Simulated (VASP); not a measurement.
## Lattice of Cr (Chromium) across functionals and dispersion corrections

Which functional gives the lattice of Cr (Chromium) as experiment finds it, and is a dearer one worth its cost? The levels: LDA, PBEsol, PBE, r2SCAN, PBE + D3(BJ), r2SCAN + rVV10, SCAN and revPBE + D3(BJ). The start is a cell from a database of measured crystal structures.

Main program and level: VASP 6.6.1; LDA, spin-polarised from a ferromagnetic start (one magnetic atom a cell); plane waves and PAW (Cr_pv), in the first sound run; inputs show where later runs differ.

This is a report of a sequence of runs, with most program output left out.

## (1) The structure

The structure is cubic, space group Im-3m (No. 229). Conventional cell: a = 2.884 Å, b = 2.884 Å, c = 2.884 Å, α = 90.00°, β = 90.00°, γ = 90.00°. Cr has 8 Cr at 2.50 Å nearest.

Structure file:

```
Cr
1.0
    -1.44195    1.44195    1.44195
     1.44195   -1.44195    1.44195
     1.44195    1.44195   -1.44195
Cr
1
Direct
  0.00000 0.00000 0.00000
```

## (2) Magnetic order: ferromagnetic

The properties of a magnet depend on its order, so a few collinear patterns are compared first on the cell as listed, beginning with all moments parallel. LDA, the lowest rung, knows the local density alone.

Input file INCAR:

```
SYSTEM = Cr
PREC = Accurate
ENCUT = 400
EDIFF = 1E-06
NELM = 100
ISMEAR = -1
SIGMA = 0.05
LREAL = .FALSE.
ALGO = Normal
GGA = CA
NBANDS = 14
ISPIN = 2
MAGMOM = 3
LASPH = .TRUE.
LMAXMIX = 4
LORBIT = 11
LWAVE = .FALSE.
LCHARG = .FALSE.
KPAR = 4
ISIF = 2
```

Input file POSCAR:

```
Cr
1.0
   -1.4419500000      1.4419500000      1.4419500000
    1.4419500000     -1.4419500000      1.4419500000
    1.4419500000      1.4419500000     -1.4419500000
Cr
1
Direct
    0.0000000000      0.0000000000      0.0000000000
```

Input file KPOINTS:

```
Automatic mesh
0
Gamma
11 11 11
0 0 0
```

Potentials, in the order of the species: Cr_pv (PBE family, release 64).

On the command line:

```
mpirun -np 4 vasp_std
```

The job ended after 1.8 s (4 MPI ranks of Intel Xeon 6975P-C (Granite Rapids), shared host; peak memory 0.45 GiB).

The k-mesh is coarse for a metal. The PAW data sets were made with PBE, though LDA sets exist; this is a small mismatch. At this level the cell is under a tension of 25.4 GPa, so at these settings it is away from equilibrium.

Numbers from this step:

| Item | Value |
| --- | --- |
| SCF cycles | 13 |
| electrons | 12 |
| bands | 14 |
| irreducible k-points | 56 |
| symmetry operations | 48 |
| free energy (TOTEN) | -10.55 eV |
| energy at zero smearing | -10.54 eV |
| Fermi energy | 10.08 eV |
| pressure | -25.42 GPa |
| metallic | yes |

The spin moment in the PAW sphere vanishes on all atoms.

The moments fall under 0.1 μB, and the mesh shows no gap.

## (3) Magnetic order: antiferromagnetic, q = (0, 0, 1/2)

This step: LDA, spin-polarised from an antiferromagnetic start; plane waves and PAW (Cr_pv) (VASP 6.6.1).

System of this step: Cr (Chromium). The structure is cubic, space group Im-3m (No. 229). Conventional cell: a = 2.884 Å, b = 2.884 Å, c = 2.884 Å, α = 90.00°, β = 90.00°, γ = 90.00°. Nearest to Cr lie 8 Cr at 2.50 Å.

Next, a pattern with opposite moments, which needs a doubled cell; q is given in the reciprocal vectors of the primitive cell.

INCAR, as its differences from that of step 2:

```diff
@@ -10,5 +10,5 @@
 GGA = CA
-NBANDS = 14
+NBANDS = 19
 ISPIN = 2
-MAGMOM = 3
+MAGMOM = 3 -3
 LASPH = .TRUE.
```

Input file POSCAR:

```
Cr
1.0
   -1.4419500000      1.4419500000      1.4419500000
    1.4419500000     -1.4419500000      1.4419500000
    2.8839000000      2.8839000000     -2.8839000000
Cr
2
Direct
    0.0000000000      0.0000000000      0.0000000000
    0.0000000000      0.0000000000      0.5000000000
```

KPOINTS is that of step 2.

On the command line:

```
mpirun -np 4 vasp_std
```

Run time: 12 s. Hardware: 4 MPI ranks; peak memory 0.74 GiB; 43 s of CPU time.

At this level the cell is under a tension of 25.5 GPa, so at these settings it is away from equilibrium.

Numbers from this step:

| Quantity | Value |
| --- | --- |
| SCF cycles | 14 |
| electrons | 24 |
| bands | 19 |
| irreducible k-points | 216 |
| symmetry operations | 8 |
| free energy (TOTEN) | -21.10 eV |
| energy at zero smearing | -21.09 eV |
| Fermi energy | 10.09 eV |
| pressure | -25.50 GPa |

The spin moment in the PAW sphere vanishes on all atoms.

The energy lies -4.7 meV an atom from the first pattern, a difference of sampling, since both runs hold the same state. The moments fall under 0.1 μB, and the mesh shows no gap.

## (4) Magnetic order: antiferromagnetic, q = (1/2, 1/2, 1/2)

INCAR is that of step 3.

Input file POSCAR:

```
Cr
1.0
   -2.8839000000      2.8839000000      2.8839000000
    0.0000000000      0.0000000000      2.8839000000
    0.0000000000      2.8839000000      0.0000000000
Cr
2
Direct
    0.0000000000      0.0000000000      0.0000000000
    0.5000000000      0.0000000000      0.0000000000
```

KPOINTS is that of step 3.

On the command line:

```
mpirun -np 4 vasp_std
```

Elapsed: 6.6 s, on 4 MPI ranks; peak memory 0.53 GiB.

At this level the cell is under a tension of 25.3 GPa, so at these settings it is away from equilibrium.

This step gave:

```yaml
scf_cycles: 17
irreducible_k_points: 56
symmetry_operations: 48
free_energy_toten: -21.11 eV
energy_at_zero_smearing: -21.11 eV
fermi_energy: 10.08 eV
pressure: -25.27 GPa
```

Spin moment in the PAW sphere by atom:

| atom | spin moment in the PAW sphere (μB) |
| --- | --- |
| Cr1 | 0.237 |
| Cr2 | -0.237 |

The energy lies -12.4 meV an atom from the first pattern. The run ends antiferromagnetic with a largest moment of 0.24 μB, and the mesh shows no gap.

## (5) The orders side by side

This step: collinear orders at LDA; plane waves and PAW (VASP 6.6.1).

Derived from the runs above.

Patterns, by row:

| start | atoms | energy less that of the first (meV/atom) | largest site moment (μB) | end state |
| --- | --- | --- | --- | --- |
| ferromagnetic | 1 | 0 | 0 | non-magnetic |
| antiferromagnetic, q = (0, 0, 1/2) | 2 | -4.7 | 0 | non-magnetic |
| antiferromagnetic, q = (1/2, 1/2, 1/2) | 2 | -12.4 | 0.24 | antiferromagnetic |

The session goes on in the lowest magnetic state found: antiferromagnetic, q = (1/2, 1/2, 1/2). Runs that ended non-magnetic differ by up to 4.7 meV an atom among themselves, which is the error from the unlike meshes of the cells.

## (6) Relaxation with LDA

This step: LDA, spin-polarised from an antiferromagnetic start; plane waves and PAW (Cr_pv) (VASP 6.6.1).

The start need not lie at this functional's minimum. ISIF = 3 frees volume, shape and positions, and EDIFFG sets the threshold on forces and stress at which the search stops.

Input file INCAR:

```
SYSTEM = Cr
PREC = Accurate
ENCUT = 520
EDIFF = 1E-06
NELM = 100
ISMEAR = -1
SIGMA = 0.05
LREAL = .FALSE.
ALGO = Normal
GGA = CA
NBANDS = 19
ISPIN = 2
MAGMOM = 0.24 -0.24
LASPH = .TRUE.
LMAXMIX = 4
LORBIT = 11
LWAVE = .FALSE.
LCHARG = .FALSE.
KPAR = 4
IBRION = 2
NSW = 60
ISIF = 3
EDIFFG = -0.01
```

POSCAR is that of step 4.

KPOINTS is that of step 4.

On the command line:

```
mpirun -np 4 vasp_std
```

The job ended after 31 s (4 MPI ranks; peak memory 0.72 GiB; 1.8 min of CPU time).

The moments of the start collapse, so the state is non-magnetic. After so large a change of volume the plane waves of the start cell no longer fit, so the final stress carries a basis-set error. The run keeps the 48 symmetry operations of its start, so it cannot find a distortion of lower symmetry.

Step by step:

| step | energy less that of the first step (eV) | largest force (eV/Å) | pressure (GPa) | volume (Å³) |
| --- | --- | --- | --- | --- |
| 1 | 0.0000 | 0.0000 | -24.42 | 23.99 |
| 2 | 0.5329 | 0.0000 | 77.13 | 18.18 |
| 3 | -0.1914 | 0.0000 | -1.76 | 21.81 |
| 4 | -0.1920 | 0.0000 | -0.43 | 21.71 |
| 5 | -0.1920 | 0.0000 | 0.30 | 21.66 |
| 6 | -0.1920 | 0.0000 | -0.32 | 21.72 |
| 7 | -0.1920 | 0.0000 | -0.04 | 21.69 |

| cell as run | before | after | change |
| --- | --- | --- | --- |
| a (Å) | 4.995 | 4.830 | -3.3 % |
| b (Å) | 2.884 | 2.789 | -3.3 % |
| c (Å) | 2.884 | 2.789 | -3.3 % |
| volume (Å³/atom) | 11.99 | 10.84 | -9.6 % |

Final coordinates:

```xyz
2
Lattice="-2.7887 2.7887 2.7887 0.0000 0.0000 2.7887 0.0000 2.7887 0.0000" Properties=species:S:1:pos:R:3 pbc="T T T"
Cr    0.0000    0.0000    0.0000
Cr   -1.3944    1.3944    1.3944
```

This step gave:

```yaml
free_energy_toten: -21.29 eV
energy_at_zero_smearing: -21.29 eV
fermi_energy: 11.52 eV
pressure: -0.03604 GPa
scf_cycles_over_all_ionic_steps: 53
```

The spin moment in the PAW sphere vanishes on all atoms.

It ends with forces that vanish by symmetry and a pressure of -0.04 GPa. The volume lies -9.6 % from that of the database's start, which holds the thermal and zero-point expansion of its experiment. LDA is known to overbind. The conventional cell has a = 2.789 Å. The moments are lost on the way, which shrinks a magnet's cell; a magnetic solution may have been missed.

## (7) Relaxation with PBEsol

This step: PBEsol, spin-polarised from an antiferromagnetic start; plane waves and PAW (Cr_pv) (VASP 6.6.1).

PBEsol restores the gradient expansion of exchange and is tuned for the cells of solids.

INCAR, as its differences from that of step 6:

```diff
@@ -9,3 +9,3 @@
 ALGO = Normal
-GGA = CA
+GGA = PS
 NBANDS = 19
```

POSCAR is that of step 6.

KPOINTS is that of step 6.

On the command line:

```
mpirun -np 4 vasp_std
```

Run time: 41 s. Hardware: 4 MPI ranks; peak memory 0.8 GiB.

The PAW data sets were made with PBE, which is usual practice but a small mismatch for other functionals.

Step by step:

| step | energy less that of the first step (eV) | largest force (eV/Å) | pressure (GPa) | volume (Å³) |
| --- | --- | --- | --- | --- |
| 1 | 0.0000 | 0.0000 | -18.18 | 23.99 |
| 2 | 0.2541 | 0.0000 | 48.02 | 19.56 |
| 3 | -0.1052 | 0.0000 | -0.90 | 22.31 |
| 4 | -0.1053 | 0.0000 | -0.18 | 22.25 |
| 5 | -0.1053 | 0.0000 | 0.31 | 22.22 |
| 6 | -0.1053 | 0.0000 | -0.25 | 22.28 |
| 7 | -0.1053 | 0.0000 | -0.04 | 22.25 |

| cell as run | before | after | change |
| --- | --- | --- | --- |
| a (Å) | 4.995 | 4.871 | -2.5 % |
| b (Å) | 2.884 | 2.812 | -2.5 % |
| c (Å) | 2.884 | 2.812 | -2.5 % |
| volume (Å³/atom) | 11.99 | 11.12 | -7.2 % |

Final coordinates:

```xyz
2
Lattice="-2.8125 2.8125 2.8125 0.0000 0.0000 2.8125 0.0000 2.8125 0.0000" Properties=species:S:1:pos:R:3 pbc="T T T"
Cr    0.0000    0.0000    0.0000
Cr   -1.4062    1.4062    1.4062
```

This step gave:

```yaml
free_energy_toten: -20.49 eV
energy_at_zero_smearing: -20.49 eV
fermi_energy: 11.36 eV
pressure: -0.03630 GPa
scf_cycles_over_all_ionic_steps: 56
```

It ends at 11.12 Å³/atom, -7.2 % from the start, with -0.04 GPa left. The conventional cell has a = 2.812 Å. The moments are lost on the way, which shrinks a magnet's cell; a magnetic solution may have been missed.

## (8) Relaxation with PBE

This step: PBE, spin-polarised from an antiferromagnetic start; plane waves and PAW (Cr_pv) (VASP 6.6.1).

PBE, the usual starting point, adds the gradient of the density.

INCAR, as its differences from that of step 7:

```diff
@@ -9,3 +9,3 @@
 ALGO = Normal
-GGA = PS
+GGA = PE
 NBANDS = 19
```

POSCAR is that of step 7.

KPOINTS is that of step 7.

On the command line:

```
mpirun -np 4 vasp_std
```

Run time: 29 s. Hardware: 4 MPI ranks; peak memory 0.78 GiB.

Step by step:

| step | energy less that of the first step (eV) | largest force (eV/Å) | pressure (GPa) | volume (Å³) |
| --- | --- | --- | --- | --- |
| 1 | 0.0000 | 0.0000 | -9.46 | 23.99 |
| 2 | 0.0541 | 0.0000 | 19.41 | 21.61 |
| 3 | -0.0284 | 0.0000 | -0.19 | 23.07 |
| 4 | -0.0284 | 0.0000 | -0.01 | 23.05 |

| cell as run | before | after | change |
| --- | --- | --- | --- |
| a (Å) | 4.995 | 4.930 | -1.3 % |
| b (Å) | 2.884 | 2.846 | -1.3 % |
| c (Å) | 2.884 | 2.846 | -1.3 % |
| volume (Å³/atom) | 11.99 | 11.53 | -3.9 % |

The relaxed structure:

```xyz
2
Lattice="-2.8461 2.8461 2.8461 0.0000 0.0000 2.8461 0.0000 2.8461 0.0000" Properties=species:S:1:pos:R:3 pbc="T T T"
Cr    0.0000    0.0000    0.0000
Cr   -1.4230    1.4230    1.4230
```

It ends at 11.53 Å³/atom, -3.9 % from the start, with -0.01 GPa left. The conventional cell has a = 2.846 Å. Against its usual tendency, PBE gives a cell smaller than the listed one. The moments are lost on the way, which shrinks a magnet's cell; a magnetic solution may have been missed.

## (9) Relaxation with r2SCAN

This step: r2SCAN, spin-polarised from an antiferromagnetic start; plane waves and PAW (Cr_pv) (VASP 6.6.1).

r2SCAN adds the kinetic-energy density, costs more than a GGA and is run with LASPH.

INCAR, as its differences from that of step 8:

```diff
@@ -9,3 +9,4 @@
 ALGO = Normal
-GGA = PE
+METAGGA = R2SCAN
+LASPH = .TRUE.
 NBANDS = 19
@@ -13,3 +14,2 @@
 MAGMOM = 0.24 -0.24
-LASPH = .TRUE.
 LMAXMIX = 4
```

POSCAR is that of step 8.

KPOINTS is that of step 8.

On the command line:

```
mpirun -np 4 vasp_std
```

It took 1.9 min on 4 MPI ranks; peak memory 0.82 GiB; 7.3 min of CPU time.

The magnetic order is the only one that the search above brought to convergence with its moments; longer or canted patterns were not tried. The cell is doubled for it, so bands and modes from the zone boundary of the chemical cell fold onto Γ and the labels are those of the larger cell. SCAN-type functionals tend to overstate the moments of itinerant magnets.

The steps of the relaxation:

| step | energy less that of the first step (eV) | largest force (eV/Å) | pressure (GPa) | volume (Å³) |
| --- | --- | --- | --- | --- |
| 1 | 0.0000 | 0.0000 | 10.78 | 23.99 |
| 2 | -0.0618 | 0.0000 | -2.93 | 26.90 |
| 3 | -0.0685 | 0.0000 | -0.01 | 26.15 |

| cell as run | before | after | change |
| --- | --- | --- | --- |
| a (Å) | 4.995 | 5.141 | +2.9 % |
| b (Å) | 2.884 | 2.968 | +2.9 % |
| c (Å) | 2.884 | 2.968 | +2.9 % |
| volume (Å³/atom) | 11.99 | 13.07 | +9.0 % |

The relaxed structure:

```cif
data_structure
_symmetry_space_group_name_H-M 'P 1'
_symmetry_Int_Tables_number 1
_cell_length_a 5.1407
_cell_length_b 2.9680
_cell_length_c 2.9680
_cell_angle_alpha 90.000
_cell_angle_beta 54.736
_cell_angle_gamma 54.736
_cell_volume 26.15
loop_
_atom_site_label
_atom_site_type_symbol
_atom_site_fract_x
_atom_site_fract_y
_atom_site_fract_z
_atom_site_occupancy
Cr1 Cr 0.00000 0.00000 0.00000 1
Cr2 Cr 0.50000 0.00000 0.00000 1
```

Spin moment in the PAW sphere by atom:

| atom | spin moment in the PAW sphere (μB) |
| --- | --- |
| Cr1 | 2.73 |
| Cr2 | -2.73 |

It ends at 13.07 Å³/atom, +9.0 % from the start, with -0.01 GPa left. The conventional cell has a = 2.968 Å. The largest moment is 2.73 μB.

## (10) Relaxation with PBE + D3(BJ)

This step: PBE with D3(BJ), spin-polarised from an antiferromagnetic start; plane waves and PAW (Cr_pv) (VASP 6.6.1).

A dispersion term adds the long-range attraction that semilocal functionals lack. D3 with Becke-Johnson damping keeps a finite attraction at short range.

INCAR, as its differences from that of step 9:

```diff
@@ -9,4 +9,4 @@
 ALGO = Normal
-METAGGA = R2SCAN
-LASPH = .TRUE.
+GGA = PE
+IVDW = 12
 NBANDS = 19
@@ -14,2 +14,3 @@
 MAGMOM = 0.24 -0.24
+LASPH = .TRUE.
 LMAXMIX = 4
```

POSCAR is that of step 9.

KPOINTS is that of step 9.

On the command line:

```
mpirun -np 4 vasp_std
```

The job ended after 26 s (4 MPI ranks; peak memory 0.82 GiB).

Dispersion corrections of this kind ignore metallic screening and tend to overbind metals.

It ends at 11.22 Å³/atom, -6.5 % from the start, with -0.13 GPa left. The conventional cell has a = 2.820 Å. The moments are lost on the way, which shrinks a magnet's cell; a magnetic solution may have been missed. Against plain PBE, the dispersion term moves a by -0.9 %.

## (11) Relaxation with r2SCAN + rVV10

This step: r2SCAN with rVV10, spin-polarised from an antiferromagnetic start; plane waves and PAW (Cr_pv) (VASP 6.6.1).

LUSE_VDW switches on a nonlocal correlation term for dispersion.

INCAR, as its differences from that of step 10:

```diff
@@ -9,4 +9,8 @@
 ALGO = Normal
-GGA = PE
-IVDW = 12
+METAGGA = R2SCAN
+LUSE_VDW = .TRUE.
+IVDW_NL = 2
+BPARAM = 11.95
+CPARAM = 0.0093
+LASPH = .TRUE.
 NBANDS = 19
@@ -14,3 +18,2 @@
 MAGMOM = 0.24 -0.24
-LASPH = .TRUE.
 LMAXMIX = 4
```

POSCAR is that of step 10.

KPOINTS is that of step 10.

On the command line:

```
mpirun -np 4 vasp_std
```

Run time: 3.4 min. Hardware: 4 MPI ranks; peak memory 1.2 GiB; 14 min of CPU time.

It ends at 12.87 Å³/atom, +7.3 % from the start, with -0.04 GPa left. The conventional cell has a = 2.953 Å. The largest moment is 2.66 μB. Against plain r2SCAN, the dispersion term moves a by -0.5 %.

## (12) Relaxation with SCAN

This step: SCAN, spin-polarised from an antiferromagnetic start; plane waves and PAW (Cr_pv) (VASP 6.6.1).

SCAN adds the kinetic-energy density; it is numerically more delicate than r2SCAN.

INCAR, as its differences from that of step 11:

```diff
@@ -9,7 +9,3 @@
 ALGO = Normal
-METAGGA = R2SCAN
-LUSE_VDW = .TRUE.
-IVDW_NL = 2
-BPARAM = 11.95
-CPARAM = 0.0093
+METAGGA = SCAN
 LASPH = .TRUE.
```

POSCAR is that of step 11.

KPOINTS is that of step 11.

On the command line:

```
mpirun -np 4 vasp_std
```

The job ended after 2.2 min (4 MPI ranks; peak memory 0.83 GiB).

It ends at 12.76 Å³/atom, +6.4 % from the start, with 0.00 GPa left. The conventional cell has a = 2.944 Å. The largest moment is 2.53 μB.

## (13) Relaxation with revPBE + D3(BJ)

This step: revPBE with D3(BJ), spin-polarised from an antiferromagnetic start; plane waves and PAW (Cr_pv) (VASP 6.6.1).

revPBE by itself binds more weakly than PBE and expands cells; dispersion terms fitted to it are the larger for that.

INCAR, as its differences from that of step 12:

```diff
@@ -9,4 +9,4 @@
 ALGO = Normal
-METAGGA = SCAN
-LASPH = .TRUE.
+GGA = RE
+IVDW = 12
 NBANDS = 19
@@ -14,2 +14,3 @@
 MAGMOM = 0.24 -0.24
+LASPH = .TRUE.
 LMAXMIX = 4
```

POSCAR is that of step 12.

KPOINTS is that of step 12.

On the command line:

```
mpirun -np 4 vasp_std
```

It took 43 s on 4 MPI ranks; peak memory 0.84 GiB; 2.8 min of CPU time.

It ends at 11.09 Å³/atom, -7.5 % from the start, with -0.04 GPa left. The conventional cell has a = 2.810 Å. The moments are lost on the way, which shrinks a magnet's cell; a magnetic solution may have been missed.

## (14) The cells as a table

This step: relaxed cells at several levels; plane waves and PAW (VASP 6.6.1).

No new run; the numbers come from the runs before.

Lengths are those of the conventional cell; cost is the wall time of each run, as given at its step, times its ranks, without the set-up around it. Results by level, by row:

| level | volume (Å³/atom) | change from the start (%) | a (Å) | largest site moment (μB) | cost (core minutes) |
| --- | --- | --- | --- | --- | --- |
| LDA | 10.84 | -9.6 | 2.789 | 0 | 2.07 |
| PBEsol | 11.12 | -7.2 | 2.812 | 0.001 | 2.73 |
| PBE | 11.53 | -3.9 | 2.846 | 0.005 | 1.93 |
| r2SCAN | 13.07 | 9 | 2.968 | 2.73 | 7.53 |
| PBE + D3(BJ) | 11.22 | -6.5 | 2.82 | 0.003 | 1.73 |
| r2SCAN + rVV10 | 12.87 | 7.3 | 2.953 | 2.658 | 13.7 |
| SCAN | 12.76 | 6.4 | 2.944 | 2.533 | 8.8 |
| revPBE + D3(BJ) | 11.09 | -7.5 | 2.81 | 0 | 2.87 |

## (15) Results

| Quantity | Value |
| --- | --- |
| volume, LDA | 10.84 Å³/atom |
| volume, PBEsol | 11.12 Å³/atom |
| volume, PBE | 11.53 Å³/atom |
| volume, r2SCAN | 13.07 Å³/atom |
| volume, PBE + D3(BJ) | 11.22 Å³/atom |
| volume, r2SCAN + rVV10 | 12.87 Å³/atom |
| volume, SCAN | 12.76 Å³/atom |
| volume, revPBE + D3(BJ) | 11.09 Å³/atom |

For Cr (Chromium) the levels give volumes between 10.84 Å³/atom (LDA) and 13.07 Å³/atom (r2SCAN), a spread of 20.6 %, while the cost of the finished runs spans a factor of 7.9. Against the volume of the start, a cell from experiment, PBE comes nearest (-3.9 %) and LDA lies farthest (-9.6 %); thermal expansion is in that cell alone. The costs hold the number of ionic steps as well as the price of the functional. SCAN-type functionals tend to overstate the moments of itinerant magnets. LDA, PBEsol, PBE, PBE + D3(BJ) and revPBE + D3(BJ) ended without moments and the others with them, so the comparison mixes magnetic states. Adding D3(BJ) to PBE changes the volume by -2.7 % (a by -0.9 %). Adding rVV10 to r2SCAN changes the volume by -1.5 % (a by -0.5 %). Pairwise corrections of the D and TS kind ignore the screening in a metal, so they may overbind here. Within 0.02 Å all end in space group Im-3m; the runs can't lower the symmetry of the start. Only a few collinear orders were tried, on the cell as listed. The largest site moment differs between levels, from 0.00 μB (LDA) to 2.73 μB (r2SCAN); larger moments and larger volumes go together in magnets, so the two can't be judged apart. Each is a single relaxation on the plane waves of the start cell, so larger changes of volume carry a basis-set error that was not tested here. Zero-point and thermal expansion are not included.

[Lines on the potential files, build, host, timing and source positions are cut from VASP's logs without a mark.]

[Logs are printed without paths, hosts, clocks, repeated set-up lines and the standing remarks that a program may print on its own settings, such as how far it seeks lower states.]

[Hosts, paths, dates, database ids (printed as entryN), source tags and the programs' standing remarks are cut or masked in the printed files.]

[A measured line is paired with the nearest computed mode of its activity, which favours agreement.]
